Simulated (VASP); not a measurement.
Here is a VASP 6.6.1 calculation.

The input INCAR:

```
PREC     = Accurate       # precision mode
ENCUT    = 600            # plane-wave cutoff, eV
EDIFF    = 1E-7           # SCF threshold, eV
ISMEAR   = 0              # smearing method
SIGMA    = 0.02           # smearing width, eV
LREAL    = False          # projectors in reciprocal space
LASPH    = True           # aspherical terms in the spheres
NELM     = 100            # most SCF steps
ALGO     = Normal         # electronic algorithm
ISIF     = 3              # what is computed and relaxed
LWAVE    = False          # write WAVECAR
LCHARG   = False          # write CHGCAR
GGA      = PS             # functional
IBRION   = 2              # ionic algorithm
NSW      = 60             # ionic steps
EDIFFG   = -0.005         # ionic threshold
KPAR     = 2
```

File KPOINTS:

```
Automatic mesh
0
Gamma
  3 3 2
```

POSCAR

```
AlGa3Sb4
1.0
    0.0000000000     -3.0745835300     -3.0745835300
    3.0745835300      6.1491670500     -3.0745835300
    6.1491670500     -3.0745835300      3.0745835300
Ga Al Sb
3 1 4
Direct
    0.7500000000      0.5000000000      0.2500000000
    0.5000000000      0.0000000000      0.5000000000
    0.2500000000      0.5000000000      0.7500000000
    0.0000000000      0.0000000000      0.0000000000
    0.8125000000      0.6250000000      0.9375000000
    0.5625000000      0.1250000000      0.1875000000
    0.3125000000      0.6250000000      0.4375000000
    0.0625000000      0.1250000000      0.6875000000
```

Potentials or basis: VASP PAW PBE potentials, release 64 (Ga_d, Al, Sb).

Run with:

```console
$ cat potpaw_PBE.64/Ga_d/POTCAR potpaw_PBE.64/Al/POTCAR potpaw_PBE.64/Sb/POTCAR > POTCAR
$ mpirun -np 2 vasp_std > vasp.out
```

Q: Predict the relaxed volume.

A: 28.82 Å³/atom.

Q: Estimate the band gap on the k mesh.

A: 0.08 eV, direct.

Q: What does it give for the relaxed cell?

A: a = 4.418 Å, b = 7.501 Å, c = 7.409 Å, α = 100.22°, β = 90.00°, γ = 107.13°.

Q: Predict the space group after relaxing (to 0.05 Å).

A: Cm (No. 8).

Final structure:
```
CELL_PARAMETERS angstrom
0.00000 -3.12375 -3.12375
3.02483 6.15711 -3.03336
6.01998 -3.05367 3.05367
ATOMIC_POSITIONS crystal
Ga 0.75027 0.50055 0.25184
Ga 0.50014 0.00027 0.50090
Ga 0.24980 0.49959 0.75031
Al 0.00019 0.00039 0.00126
Sb 0.81146 0.62292 0.93643
Sb 0.56267 0.12534 0.18753
Sb 0.31290 0.62580 0.43695
Sb 0.06257 0.12513 0.68478
```

Caveat: the k mesh is coarse (spacing up to 0.50 Å⁻¹), so the values aren't converged; the PAW data sets were made with another functional, which shifts forces and pressure a little; spin-orbit coupling is left out, which moves the levels of the heavy elements; an odd mesh through Γ misses points on the zone boundary, where band edges often lie. PBEsol gaps usually lie below the measured ones, often by a third to a half.
